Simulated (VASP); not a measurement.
# Pt with LDA: from relaxation to properties, part 3 of 3

How well does LDA reproduce what experiment finds for Pt? The cell is relaxed first, and properties follow on it. Left out of this account: 1 further run (relaxation: a spoilt try). The start is a cell from a database of measured crystal structures.

VASP 6.6.1, plane waves and PAW; the level of theory is named at each step.

So far. Step 4 (Density, ELF and potential (LDA)): In this run the pressure is -0.04 GPa, small enough to go on. Step 5 (Band structure (LDA)): There is no gap at this level. The relaxed cell has a = 3.898 Å (conventional setting).

## Step 6: Density of states (LDA)

Level of this step: LDA; plane waves and PAW (Pt) (VASP).

Here the states are counted by energy and projected on the atoms. The mesh is finer than in the run before.

Contents of INCAR:

```
SYSTEM = Pt
PREC = Accurate
ENCUT = 400
EDIFF = 1E-06
NELM = 100
ISMEAR = -5
SIGMA = 0.2
LREAL = .FALSE.
ALGO = Normal
GGA = CA
NBANDS = 16
LASPH = .TRUE.
LORBIT = 11
LWAVE = .FALSE.
LCHARG = .FALSE.
KPAR = 2
NEDOS = 2001
```

Contents of POSCAR:

```
Pt
1.0
    0.0000000000      1.9488400081      1.9488400081
    1.9488400081      0.0000000000      1.9488400081
    1.9488400081      1.9488400081      0.0000000000
Pt
1
Direct
    0.0000000000      0.0000000000      0.0000000000
```

Contents of KPOINTS:

```
Automatic mesh
0
Gamma
14 14 14
0 0 0
```

Potentials, in the order of the species: Pt (LDA family, release 64).

Started as:

```
mpirun -np 2 vasp_std
```

The program printed:

```text
[... set-up lines as in an earlier step ...]
 entering main loop
       N       E                     dE             d eps       ncg     rms          rms(c)
DAV:   1     0.336490292674E+02    0.33649E+02   -0.41088E+03  3448   0.459E+02
DAV:   2    -0.735885721366E+01   -0.41008E+02   -0.39153E+02  4728   0.130E+02
DAV:   3    -0.794342722142E+01   -0.58457E+00   -0.58347E+00  4168   0.140E+01
DAV:   4    -0.794497155544E+01   -0.15443E-02   -0.15469E-02  4312   0.827E-01
DAV:   5    -0.794497938096E+01   -0.78255E-05   -0.78430E-05  4064   0.488E-02    0.140E+01
DAV:   6    -0.756068773918E+01    0.38429E+00   -0.74204E-01  4880   0.505E+00    0.717E+00
DAV:   7    -0.751598369523E+01    0.44704E-01   -0.13242E-01  4880   0.205E+00    0.261E+00
DAV:   8    -0.751144301831E+01    0.45407E-02   -0.47203E-03  3856   0.493E-01    0.569E-01
DAV:   9    -0.751126039633E+01    0.18262E-03   -0.94927E-05  4624   0.670E-02    0.824E-03
DAV:  10    -0.751126162387E+01   -0.12275E-05   -0.13327E-06  4056   0.668E-03    0.176E-03
DAV:  11    -0.751126133330E+01    0.29057E-06   -0.40616E-08  3672   0.974E-04
   1 F= -.75112613E+01 E0= -.75112613E+01  d E =0.000000E+00
 -----------------------------------------------------------------------------
|                                                                             |
|           W    W    AA    RRRRR   N    N  II  N    N   GGGG   !!!           |
|           W    W   A  A   R    R  NN   N  II  NN   N  G    G  !!!           |
|           W    W  A    A  R    R  N N  N  II  N N  N  G       !!!           |
|           W WW W  AAAAAA  RRRRR   N  N N  II  N  N N  G  GGG   !            |
|           WW  WW  A    A  R   R   N   NN  II  N   NN  G    G                |
|           W    W  A    A  R    R  N    N  II  N    N   GGGG   !!!           |
|                                                                             |
|     Tetrahedron method does not include variations of the Fermi             |
|     occupations, so forces and stress will be inaccurate. We suggest        |
|     using a different smearing scheme ISMEAR = 1 or 2 for metals in         |
|     relaxations.                                                            |
|                                                                             |
 -----------------------------------------------------------------------------
```

The job ended after 5.4 s (2 MPI ranks of Intel Xeon 6975P-C (Granite Rapids), shared host; peak memory 0.22 GiB; 9.3 s of CPU time).

From OUTCAR (step 6):

```text
   k-points           NKPTS =    104   k-points in BZ     NKDIM =    104   number of bands    NBANDS=     16

   NELECT =      10.0000    total number of electrons

 E-fermi :  11.4878

 k-point     1 :       0.0000    0.0000    0.0000
  band No.  band energies     occupation
    ...
      2       7.5722      2.00000
      3       7.5722      2.00000
      4       7.5722      2.00000
      5       9.8341      2.00000
      6       9.8341      2.00000
      7      26.0712      0.00000
      8      31.0995      0.00000
      9      31.0995      0.00000
     10      31.0995      0.00000
     11      36.6198      0.00000
    ...

  Total       -0.0245806     -0.0245806     -0.0245806     -0.0000000     -0.0000000      0.0000000
  in kB       -2.6603902     -2.6603902     -2.6603902     -0.0000000     -0.0000000      0.0000000
  external PRESSURE =      -2.6603902 kB  Pullay stress =       0.0000000 kB

 POSITION                                       TOTAL-FORCE (eV/Angst)
 -----------------------------------------------------------------------------------
      0.00000      0.00000      0.00000         0.000000      0.000000     -0.000000
 -----------------------------------------------------------------------------------
    total drift:                                0.000000     -0.000000     -0.000000

  FREE ENERGIE OF THE ION-ELECTRON SYSTEM (eV)
  ---------------------------------------------------
  free  energy   TOTEN  =        -7.5112613333 eV

  energy  without entropy=       -7.5112613333  energy(sigma->0) =       -7.51126133

[... 6 parts as in an earlier step ...]

[... 10 further parts left out ...]
```

With tetrahedra the forces and stress of a metal are not exact derivatives of the energy.

This step gave:

| Property | Result |
| --- | --- |
| irreducible k-points | 104 |
| free energy (TOTEN) | -7.511 eV |
| Fermi energy | 11.49 eV |
| pressure | -0.2660 GPa |
| DOS at the Fermi level | 1.937 states/eV/cell |

The density of states has structure finer than the step of the table below, so its rows give means over 1 eV, whole bins alone (the curve runs from -12.0 to 7.89 eV). Peaks (eV: height): total -3.5: 2.64, -2.9: 1.56, -2.0: 1.63, -0.1: 2.04; Pt d -3.5: 2.33, -2.9: 1.28, -2.0: 1.44, -0.1: 1.95; Pt p -5.2: 0.142, -3.7: 0.207, -2.9: 0.157, 7.6: 0.147; Pt s -6.9: 0.247, -3.9: 0.0617, 6.1: 0.161.

States under -12.0 eV and over 7.9 eV are left out. Table of density of states by energy, zero at the Fermi level; means over each step; values in states/eV/cell:

```csv
energy (eV),total,Pt d,Pt p,Pt s
-11,0,0,0,0
-10,0.0361,1.9e-4,0.00140,0.0283
-9,0.0930,0.00358,0.00777,0.0661
-8,0.195,0.0358,0.0208,0.110
-7,0.905,0.537,0.0559,0.221
-6,1.24,0.967,0.0716,0.0998
-5,1.19,0.988,0.0918,0.0167
-4,1.79,1.49,0.152,0.0429
-3,1.30,1.10,0.107,0.0244
-2,1.32,1.16,0.0740,0.0179
-1,1.10,1.01,0.0390,0.0106
0,1.40,1.32,0.0275,0.0136
1,0.287,0.207,0.0438,0.0227
2,0.276,0.162,0.0647,0.0310
3,0.270,0.133,0.0780,0.0385
4,0.250,0.103,0.0788,0.0458
5,0.231,0.0779,0.0699,0.0589
6,0.271,0.0852,0.0516,0.104
7,0.323,0.0851,0.0921,0.103
```

The finer mesh and the other smearing move the Fermi level by -0.04 eV from the 10×10×10 run, a small shift, which tests the Fermi level alone. Of the states within 0.3 eV of the Fermi level, the largest shares in the PAW spheres are Pt d 95 %. The rest lies in smaller channels or between the spheres.

## Step 7: Core levels (LDA)

ICORELEVEL = 1 prints the core eigenvalues in the potential of the ground state.

Contents of INCAR:

```
SYSTEM = Pt
PREC = Accurate
ENCUT = 400
EDIFF = 1E-06
NELM = 100
ISMEAR = 1
SIGMA = 0.2
LREAL = .FALSE.
ALGO = Normal
GGA = CA
NBANDS = 11
LASPH = .TRUE.
LORBIT = 11
LWAVE = .FALSE.
LCHARG = .FALSE.
KPAR = 2
ICORELEVEL = 1
```

POSCAR is that of step 6.

Contents of KPOINTS:

```
Automatic mesh
0
Gamma
10 10 10
0 0 0
```

Started as:

```
mpirun -np 2 vasp_std
```

The program printed:

```text
[... set-up lines as in an earlier step ...]
 entering main loop
       N       E                     dE             d eps       ncg     rms          rms(c)
[... 11 cycles as in an earlier step ...]
   1 F= -.74876559E+01 E0= -.74889569E+01  d E =0.390279E-02
```

Run time: 2.6 s. Hardware: 2 MPI ranks; peak memory 0.21 GiB; 3.8 s of CPU time.

From OUTCAR (step 7):

```text
   NELECT =      10.0000    total number of electrons

 the core state eigenenergies are
   1-  1s -77834.3953  2s -13675.0985  2p -11867.5968  3s  -3202.6508  3p  -2675.2920
       3d  -2101.7632  4s   -675.8995  4p   -502.5714  4d   -291.5855  4f    -56.1389
       5s    -86.7454  5p    -41.1192

 E-fermi :  11.5294

[... 19 parts as in an earlier step ...]

[... 2 further parts left out ...]
```

These are scalar-relativistic Kohn-Sham levels of the ground state, with no core hole, so they are not binding energies.

This step gave:

| Item | Value |
| --- | --- |
| bands | 11 |
| irreducible k-points | 47 |
| free energy (TOTEN) | -7.488 eV |
| Fermi energy | 11.53 eV |
| pressure | -0.04314 GPa |

Kohn-Sham core levels. Core levels, by row:

```csv
atom,shell,level below the Fermi level (eV)
Pt1,1s,77846
Pt1,2s,13687
Pt1,2p,11879
Pt1,3s,3214
Pt1,3p,2687
Pt1,3d,2113
Pt1,4s,687.4
Pt1,4p,514.1
Pt1,4d,303.1
Pt1,4f,67.67
Pt1,5s,98.27
Pt1,5p,52.65
```

## Step 8: Band structure (LDA + SOC)

This step: LDA, spin-orbit coupling; plane waves and PAW (Pt) (VASP 6.6.1).

Levels along the symmetry lines show where the bands peak and cross; KPOINTS_OPT computes them in the converged potential. Spin-orbit coupling needs spinors and the noncollinear program, where each band holds one electron.

INCAR, as its differences from that of step 7:

```diff
@@ -10,4 +10,9 @@
 GGA = CA
-NBANDS = 11
+LNONCOLLINEAR = .TRUE.
+MAGMOM = 0 0 0
+NBANDS = 22
+GGA_COMPAT = .FALSE.
 LASPH = .TRUE.
+LSORBIT = .TRUE.
+LMAXMIX = 4
 LORBIT = 11
@@ -16,2 +21 @@
 KPAR = 2
-ICORELEVEL = 1
```

POSCAR is that of step 7.

Contents of KPOINTS:

```
Automatic mesh
0
Gamma
8 8 8
0 0 0
```

Contents of KPOINTS_OPT:

```
Line mode
16
Line-mode
Reciprocal
  0.00000000   0.00000000   0.00000000 GAMMA
  0.50000000   0.00000000   0.50000000 X

  0.50000000   0.00000000   0.50000000 X
  0.50000000   0.25000000   0.75000000 W

  0.50000000   0.25000000   0.75000000 W
  0.37500000   0.37500000   0.75000000 K

  0.37500000   0.37500000   0.75000000 K
  0.00000000   0.00000000   0.00000000 GAMMA

  0.00000000   0.00000000   0.00000000 GAMMA
  0.50000000   0.50000000   0.50000000 L

  0.50000000   0.50000000   0.50000000 L
  0.62500000   0.25000000   0.62500000 U

  0.62500000   0.25000000   0.62500000 U
  0.50000000   0.25000000   0.75000000 W

  0.50000000   0.25000000   0.75000000 W
  0.50000000   0.50000000   0.50000000 L

  0.50000000   0.50000000   0.50000000 L
  0.37500000   0.37500000   0.75000000 K

  0.62500000   0.25000000   0.62500000 U
  0.50000000   0.00000000   0.50000000 X
```

Started as:

```
mpirun -np 2 vasp_ncl
```

The program printed:

```text
[... set-up lines as in an earlier step ...]
 entering main loop
       N       E                     dE             d eps       ncg     rms          rms(c)
DAV:   1     0.435561969176E+02    0.43556E+02   -0.40767E+03  1316   0.687E+02
DAV:   2    -0.735669119923E+01   -0.50913E+02   -0.47441E+02  1504   0.190E+02
DAV:   3    -0.832067386637E+01   -0.96398E+00   -0.95528E+00  1504   0.253E+01
DAV:   4    -0.832611187965E+01   -0.54380E-02   -0.54374E-02  1500   0.209E+00
DAV:   5    -0.832616868565E+01   -0.56806E-04   -0.56807E-04  1522   0.212E-01    0.155E+01
DAV:   6    -0.793647757917E+01    0.38969E+00   -0.40819E-01  1414   0.742E+00    0.832E+00
DAV:   7    -0.788639136462E+01    0.50086E-01   -0.74044E-02  1492   0.318E+00    0.306E+00
DAV:   8    -0.788171059665E+01    0.46808E-02   -0.36573E-03  1408   0.573E-01    0.123E+00
DAV:   9    -0.788133950148E+01    0.37110E-03   -0.57065E-04  1498   0.243E-01    0.196E-01
DAV:  10    -0.788132866383E+01    0.10838E-04   -0.23808E-05  1402   0.496E-02    0.268E-02
DAV:  11    -0.788132951867E+01   -0.85484E-06   -0.88784E-07  1400   0.761E-03
   1 F= -.78813295E+01 E0= -.78770428E+01  d E =-.128601E-01  mag=    -0.0000    -0.0000    -0.0000
 Start KPOINTS_OPT (optional k-point list driver)
k-point batch [1-29\160]
       N       E                     dE             ncg
DAV:   1     0.381174941931E+04   -0.50931E+04     1308
DAV:   2     0.233600193030E+04   -0.14757E+04     1582
DAV:   3     0.230709543140E+04   -0.28906E+02     1464
DAV:   4     0.230690546824E+04   -0.18996E+00     1502
DAV:   5     0.230690316774E+04   -0.23005E-02     1480
DAV:   6     0.230690313451E+04   -0.33229E-04     1512
DAV:   7     0.230690313404E+04   -0.46447E-06     1236
[...]
k-point batch [146-160\160]
       N       E                     dE             ncg
DAV:   1     0.808817787453E+04   -0.45941E+04      676
DAV:   2     0.733653548517E+04   -0.75164E+03      786
DAV:   3     0.732140020462E+04   -0.15135E+02      774
DAV:   4     0.732129598438E+04   -0.10422E+00      726
DAV:   5     0.732129462422E+04   -0.13602E-02      774
DAV:   6     0.732129460409E+04   -0.20130E-04      726
DAV:   7     0.732129460380E+04   -0.29131E-06      654
```

Elapsed: 16 s, on 2 MPI ranks; peak memory 0.27 GiB; 30 s of CPU time.

From OUTCAR (step 8):

```text
   k-points           NKPTS =     29   k-points in BZ     NKDIM =     29   number of bands    NBANDS=     22

   NELECT =      10.0000    total number of electrons

 E-fermi :  11.5776

 k-point     1 :       0.0000    0.0000    0.0000
  band No.  band energies     occupation
    ...
      8       8.0821      1.00000
      9       9.9828      1.00000
     10       9.9828      1.00000
     11       9.9828      1.00000
     12       9.9828      1.00000
     13      26.0838      0.00000
     14      26.0838      0.00000
     15      30.6040      0.00000
     16      30.6040      0.00000
     17      31.2783      0.00000
    ...

  Total        0.0645529      0.0645529      0.0645529      0.0000000      0.0000000      0.0000000
  in kB        6.9866289      6.9866289      6.9866289      0.0000000      0.0000000      0.0000000
  external PRESSURE =       6.9866289 kB  Pullay stress =       0.0000000 kB

 POSITION                                       TOTAL-FORCE (eV/Angst)
 -----------------------------------------------------------------------------------
      0.00000      0.00000      0.00000         0.000000      0.000000      0.000000
 -----------------------------------------------------------------------------------
    total drift:                               -0.000000      0.000000      0.000000

  FREE ENERGIE OF THE ION-ELECTRON SYSTEM (eV)
  ---------------------------------------------------
  free  energy   TOTEN  =        -7.8813295187 eV

  energy  without entropy=       -7.8684694487  energy(sigma->0) =       -7.87704283

 Spin-Orbit-Coupling matrix elements
 Ion:    1  E_soc:     -0.7915998

 magnetization (x)
# of ion       s       p       d       tot
------------------------------------------
    1        0.000   0.000  -0.000  -0.000

 magnetization (y)
# of ion       s       p       d       tot
------------------------------------------
    1        0.000  -0.000   0.000   0.000

 magnetization (z)
# of ion       s       p       d       tot
------------------------------------------
    1       -0.000   0.000  -0.000  -0.000

[... 6 parts as in an earlier step ...]

[... 10 further parts left out ...]
```

This step gave:

| Item | Value |
| --- | --- |
| bands | 22 |
| irreducible k-points | 29 |
| free energy (TOTEN) | -7.881 eV |
| energy at zero smearing | -7.877 eV |
| Fermi energy | 11.58 eV |
| pressure | 0.6987 GPa |

On-site spin-orbit energy by atom:

```csv
atom,on-site spin-orbit energy (eV)
Pt1,-0.792
```

The electronic bands at the labelled points (eV, zero at the Fermi level; # counts the bands kept):

```csv
point,#5,#6,#7,#8,#9,#10,#11,#12
Γ,-4.47,-4.47,-3.50,-3.50,-1.59,-1.59,-1.59,-1.59
0.47 of the way,-3.71,-3.71,-2.30,-2.30,-2.28,-2.28,-0.89,-0.89
X,-0.26,-0.26,0.06,0.06,1.03,1.03,1.46,1.46
0.47 of the way,-2.24,-2.24,-0.84,-0.84,0.53,0.53,4.39,4.39
W,-4.77,-4.77,-2.07,-2.07,0.46,0.46,7.12,7.12
0.47 of the way,-3.88,-3.88,-1.76,-1.76,0.21,0.21,6.22,6.22
K,-3.16,-3.16,-1.47,-1.47,-0.15,-0.15,5.61,5.61
0.53 of the way,-4.15,-4.15,-2.71,-2.71,-2.50,-2.50,-0.22,-0.22
Γ,-4.47,-4.47,-3.50,-3.50,-1.59,-1.59,-1.59,-1.59
0.53 of the way,-4.30,-4.30,-3.13,-3.13,-1.66,-1.66,-1.06,-1.06
L,-3.63,-3.63,-0.73,-0.73,-0.34,-0.34,0.31,0.31
0.53 of the way,-3.63,-3.63,-2.85,-2.85,-0.22,-0.22,3.89,3.89
U,-3.16,-3.16,-1.47,-1.47,-0.15,-0.15,5.61,5.61
0.47 of the way,-3.74,-3.74,-1.70,-1.70,0.15,0.15,6.09,6.09
W,-4.77,-4.77,-2.07,-2.07,0.46,0.46,7.12,7.12
0.47 of the way,-3.95,-3.95,-2.60,-2.60,-0.27,-0.27,4.70,4.70
L,-3.63,-3.63,-0.73,-0.73,-0.34,-0.34,0.31,0.31
0.47 of the way,-3.51,-3.51,-2.90,-2.90,-0.18,-0.18,3.37,3.37
K,-3.16,-3.16,-1.47,-1.47,-0.15,-0.15,5.61,5.61
jump to U,-3.16,-3.16,-1.47,-1.47,-0.15,-0.15,5.61,5.61
0.53 of the way,-1.36,-1.36,-0.52,-0.52,0.48,0.48,3.48,3.48
X,-0.26,-0.26,0.06,0.06,1.03,1.03,1.46,1.46
```

At these settings, which differ from those of the relaxation, the cell is under a pressure of 0.7 GPa.

## Step 9: Results

```yaml
relaxed_volume: 14.80 Å³/atom
relaxed_conventional_cell_a_b_c: 3.898, 3.898, 3.898 Å
space_group_after_relaxing_within_0p02_a: Fm-3m (No. 225)
band_gap: none, a metal
dos_at_the_fermi_level: 1.94 states/eV/cell
shallowest_level_of_the_frozen_cores: Pt1 5p, 52.6 eV deep
band_gap_lda_soc: none, a metal
```

**Reading.** With LDA, Pt relaxes to 14.80 Å³/atom in space group Fm-3m (held by the symmetry of the run) and comes out as a metal. Against the listed cell the volume lies -1.8 %. Band structure (LDA): Of the bands kept, 4 cross the Fermi level on this path. Band structure (LDA + SOC): Of the bands kept, 6 cross the Fermi level on this path (spinor bands, one electron each). The k-sampling is coarse for a metal, so the Fermi level, pressures and the shape of the cell carry errors. No search among competing phases was made. All values are for a static lattice at zero temperature.

Comparison with the measured values:

| quantity | measured | LDA |
| --- | --- | --- |
| lattice constant a (Å) | 3.9227 | 3.898 (-0.6 %) |

Measured values from arxiv:2412.16732 (2024).

**Verdict.** The lattice constant a is off by -0.6 %: good agreement. The grades are ours: good and fair within 0.7 and 1.5 % for the lattice constant a. For lattice constants the calculation has a static lattice, without zero-point motion or thermal expansion.

[Lines on the potential files, build, host, timing and source positions are cut from VASP's logs without a mark.]

[Logs are printed without paths, hosts, clocks, repeated set-up lines and the standing remarks that a program may print on its own settings, such as how far it seeks lower states.]

[Hosts, paths, dates, database ids (printed as entryN), source tags and the programs' standing remarks are cut or masked in the printed files.]

[A measured line is paired with the nearest computed mode of its activity, which favours agreement.]
